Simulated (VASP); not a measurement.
Input of a VASP 6.6.1 run:

Contents of INCAR:

```
SYSTEM = Sn
PREC = Accurate ; ENCUT = 300
EDIFF = 1E-7 ; ISMEAR = 0
SIGMA = 0.03 ; LREAL = .False.
LASPH = .True. ; NELM = 80
ALGO = Normal ; ISIF = 3
LWAVE = .False. ; LCHARG = .False.
GGA = PE ; IBRION = 2
NSW = 90 ; EDIFFG = -0.005
```

File KPOINTS:

```
regular mesh
0
Gamma
  5 5 5
  0 0 0
```

File POSCAR:

```
Sn                                      
1.0
    0.0000000000      3.3318684116      3.3318684116
    3.3318684116      0.0000000000      3.3318684116
    3.3318684116      3.3318684116      0.0000000000
  Sn            
     2
Direct
     0.0000000000000000    0.0000000000000000    0.0000000000000000
     0.2500000000000000    0.2500000000000000    0.2500000000000000
```

Potentials or basis: VASP PAW PBE potentials, release 64 (Sn).

Launch:

```console
$ cat potpaw_PBE.64/Sn/POTCAR > POTCAR
$ mpirun -np 1 vasp_std > vasp.out
```

(1) Predict the band gap on the k mesh.

Answers

(1) none (metal or under the smearing width).

Caveat: the relaxation stopped at its first step, so nothing moved.
